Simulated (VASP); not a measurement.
Energy against volume of YN (rock salt). Computed with rev-vdW-DF2, VASP's PBE PAW potentials (set 64) (plane waves; VASP). Settings: 520 eV cut-off, 9×9×9 Γ-centred mesh, Gaussian smearing of 0.050 eV, potentials Y_sv N.

```json
[
 {"V (Å³/atom)": "14.101", "E (eV/atom)": "-7.60729"},
 {"V (Å³/atom)": "14.537", "E (eV/atom)": "-7.61462"},
 {"V (Å³/atom)": "14.974", "E (eV/atom)": "-7.60831"},
 {"V (Å³/atom)": "15.410", "E (eV/atom)": "-7.59031"}
]
```

Fit these four points and predict the energy of the run at 13.665 Å³/atom.

A cubic in V^(−2/3), the third-order Birch-Murnaghan form, passes through the four points with V0 = 14.54 Å³/atom and B0 = 166 GPa, and gives -7.5841 eV/atom there. The run gave -7.5840 eV/atom, +0.1 meV/atom from the fit; all five points give B0 = 167 GPa.

The compound is YN in the rock salt structure. It was relaxed first.
